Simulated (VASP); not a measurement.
Calculation: modified Becke-Johnson potential (mBJ), VASP's PBE PAW potentials (set 64) (plane waves; VASP).

A VASP calculation is set up with these files.

**KPOINTS**
```
Automatic mesh
0
G
  4 4 4
```

### INCAR
```
SYSTEM = Al2Ga2N4
PREC = Accurate; ENCUT = 500; LREAL = .FALSE.
LASPH = .TRUE.
EDIFF = 1E-6; NELM = 200; ALGO = Normal
LMAXMIX = 4; LMIXTAU = .TRUE.
ISMEAR = 0; SIGMA = 0.05
METAGGA = MBJ
ISIF = 0
LWAVE = .FALSE.; LCHARG = .FALSE.
```

### POSCAR
```
Al2Ga2N4
1
    4.4758943154     0.0000000000     0.0000000000
    0.0000000000     4.4758943154     0.0000000000
    0.0000000000     0.0000000000     4.4695198328
Ga N Al
2 4 2
Direct
  0.0000000000   0.0000000000   0.0000000000
  0.5000000000   0.5000000000   0.0000000000
  0.2500000000   0.2500000000   0.2619967131
  0.7500000000   0.7500000000   0.2619967131
  0.7500000000   0.2500000000   0.7380032869
  0.2500000000   0.7500000000   0.7380032869
  0.5000000000   0.0000000000   0.5000000000
  0.0000000000   0.5000000000   0.5000000000
```

POTCAR, in this order: Ga_d N Al (PBE.64 set). Program: vasp_std. Read from the step before: WAVECAR.

What VASP printed:

### OSZICAR
```
       N       E                     dE             d eps       ncg     rms          rms(c)
DAV:   1     0.252589161921E+03    0.25259E+03   -0.90068E+00  1786   0.382E+01    0.253E+00
DAV:   2     0.251716662397E+03   -0.87250E+00   -0.72054E+00  1436   0.357E+01    0.478E+00
DAV:   3     0.250903133201E+03   -0.81353E+00   -0.11353E+00  1456   0.691E+00    0.572E+00
DAV:   4     0.251418605137E+03    0.51547E+00   -0.48728E-02  1529   0.177E+00    0.518E+00
DAV:   5     0.255957483125E+03    0.45389E+01   -0.13314E+00  1256   0.649E+00    0.171E+00
DAV:   6     0.256462753928E+03    0.50527E+00   -0.18046E-01  1268   0.315E+00    0.170E+00
DAV:   7     0.256675166338E+03    0.21241E+00   -0.15459E-01  1179   0.237E+00    0.146E+00
DAV:   8     0.256806531804E+03    0.13137E+00   -0.48091E-03  1574   0.522E-01    0.138E+00
DAV:   9     0.256888341882E+03    0.81810E-01   -0.95870E-04  1486   0.236E-01    0.127E+00
DAV:  10     0.257512822208E+03    0.62448E+00   -0.11468E-02  1148   0.748E-01    0.410E-01
DAV:  11     0.257641002481E+03    0.12818E+00   -0.27158E-03  1393   0.456E-01    0.333E-01
DAV:  12     0.257783704547E+03    0.14270E+00   -0.10780E-03  1370   0.354E-01    0.224E-01
DAV:  13     0.257787245784E+03    0.35412E-02   -0.10949E-03  1725   0.378E-01    0.218E-01
DAV:  14     0.257902899646E+03    0.11565E+00   -0.63256E-03  1418   0.575E-01    0.124E-01
DAV:  15     0.257905388262E+03    0.24886E-02   -0.10702E-03  1543   0.418E-01    0.845E-02
DAV:  16     0.257887427003E+03   -0.17961E-01   -0.22654E-04  1281   0.849E-02    0.809E-02
DAV:  17     0.257918086781E+03    0.30660E-01   -0.94775E-05  1208   0.762E-02    0.199E-02
DAV:  18     0.257926261146E+03    0.81744E-02   -0.14464E-05  1716   0.434E-02    0.130E-02
DAV:  19     0.257924537689E+03   -0.17235E-02   -0.73917E-06  1167   0.288E-02    0.789E-03
DAV:  20     0.257935004494E+03    0.10467E-01   -0.60984E-06  1095   0.189E-02    0.822E-03
DAV:  21     0.257931798650E+03   -0.32058E-02   -0.45321E-06  1207   0.163E-02    0.442E-03
DAV:  22     0.257931487085E+03   -0.31157E-03   -0.13015E-07   635   0.467E-03    0.386E-03
DAV:  23     0.257931694715E+03    0.20763E-03   -0.42348E-08   607   0.299E-03    0.249E-03
DAV:  24     0.257932323860E+03    0.62915E-03   -0.48568E-08   593   0.329E-03    0.103E-03
DAV:  25     0.257932857919E+03    0.53406E-03   -0.37225E-08   565   0.140E-03    0.244E-04
DAV:  26     0.257933004830E+03    0.14691E-03   -0.95052E-09   558   0.855E-04    0.298E-04
DAV:  27     0.257932989013E+03   -0.15817E-04   -0.24452E-09   558   0.439E-04    0.175E-04
DAV:  28     0.257933036003E+03    0.46990E-04   -0.19803E-09   558   0.442E-04    0.579E-05
DAV:  29     0.257933032681E+03   -0.33221E-05   -0.13643E-09   558   0.358E-04    0.686E-05
DAV:  30     0.257933072510E+03    0.39829E-04   -0.64592E-10   558   0.208E-04    0.324E-05
DAV:  31     0.257933081922E+03    0.94119E-05   -0.23005E-10   558   0.150E-04    0.159E-05
DAV:  32     0.257933086136E+03    0.42146E-05   -0.11077E-10   558   0.877E-05    0.169E-05
DAV:  33     0.257933087613E+03    0.14769E-05   -0.54366E-11   558   0.660E-05    0.163E-05
DAV:  34     0.257933088283E+03    0.67037E-06   -0.41811E-11   558   0.506E-05
   1 F= 0.25793309E+03 E0= 0.25793309E+03  d E =-.732214E-13
```

File OUTCAR:
```
------------------------ aborting loop because EDIFF is reached ----------------------------------------
  volume of cell :       89.54
      direct lattice vectors                 reciprocal lattice vectors
     4.475894315  0.000000000  0.000000000     0.223419038  0.000000000  0.000000000
     0.000000000  4.475894315  0.000000000     0.000000000  0.223419038  0.000000000
     0.000000000  0.000000000  4.469519833     0.000000000  0.000000000  0.223737680
 POSITION                                       TOTAL-FORCE (eV/Angst)
 -----------------------------------------------------------------------------------
      0.00000      0.00000      0.00000        -0.000000     -0.000000     -0.000000
      2.23795      2.23795      0.00000         0.000000     -0.000000     -0.000000
      1.11897      1.11897      1.17100        -0.000000      0.000000      0.731102
      3.35692      3.35692      1.17100        -0.000000     -0.000000      0.731102
      3.35692      1.11897      3.29852        -0.000000      0.000000     -0.731102
      1.11897      3.35692      3.29852         0.000000      0.000000     -0.731102
      2.23795      0.00000      2.23476        -0.000000     -0.000000     -0.000000
      0.00000      2.23795      2.23476        -0.000000     -0.000000     -0.000000
 -----------------------------------------------------------------------------------
    total drift:                                0.000000      0.000000      0.000000
  FREE ENERGIE OF THE ION-ELECTRON SYSTEM (eV)
  ---------------------------------------------------
  free  energy   TOTEN  =       257.9330882834 eV

  energy  without entropy=      257.9330882834  energy(sigma->0) =      257.93308828

     CMBJ =    1.0000

     CMBJA=   -0.0120

     CMBJB=    1.0230

     CMBJE=    0.5000

    CMBJ =    1.3117
```
(Selected blocks of OUTCAR.)

### OUTCAR
```
 val. band max:        5.6366819783   @ k =   0.0000   0.0000   0.0000

 cond. band min:       9.3868804859   @ k =   0.0000   0.0000   0.0000


 Fermi energy:         5.8775730039

 k-point     1 :       0.0000    0.0000    0.0000
  band No.  band energies     occupation
      1     -10.1215      2.00000
      2      -8.7238      2.00000
      3      -8.7238      2.00000
      4      -8.7209      2.00000
      5      -7.2015      2.00000
      6      -7.2015      2.00000
      7      -7.0982      2.00000
      8      -7.0553      2.00000
      9      -7.0381      2.00000
     10      -6.9441      2.00000
     11      -6.9261      2.00000
     12      -6.3487      2.00000
     13      -6.2060      2.00000
     14      -6.2060      2.00000
     15       0.2809      2.00000
     16       0.5586      2.00000
     17       0.9214      2.00000
     18       3.3444      2.00000
     19       3.4273      2.00000
     20       3.4273      2.00000
     21       3.5347      2.00000
     22       3.5347      2.00000
     23       3.6648      2.00000
     24       5.4590      2.00000
     25       5.6367      2.00000
     26       5.6367      2.00000
     27       9.3869      0.00000
     28      10.2870      0.00000
     29      10.2870      0.00000
     30      10.4792      0.00000
     31      13.2931      0.00000

 k-point     2 :       0.2500    0.0000    0.0000
  band No.  band energies     occupation
      1      -9.8998      2.00000
      2      -8.8840      2.00000
      3      -8.7260      2.00000
      4      -8.7241      2.00000
      5      -7.2105      2.00000
      6      -7.1716      2.00000
      7      -7.1067      2.00000
      8      -7.0704      2.00000
      9      -7.0110      2.00000
     10      -6.9647      2.00000
     11      -6.9447      2.00000
     12      -6.5123      2.00000
     13      -6.2636      2.00000
     14      -6.1629      2.00000
     15       0.7092      2.00000
     16       0.8059      2.00000
     17       1.3542      2.00000
...
```

mBJ is a potential without an energy functional, so only the levels count.

The structure was generated: Al2Ga2N4 was put into an ordered model structure (P-4m2), which need not be its known phase. It was relaxed first. The cell's shape comes from a PBE relaxation.
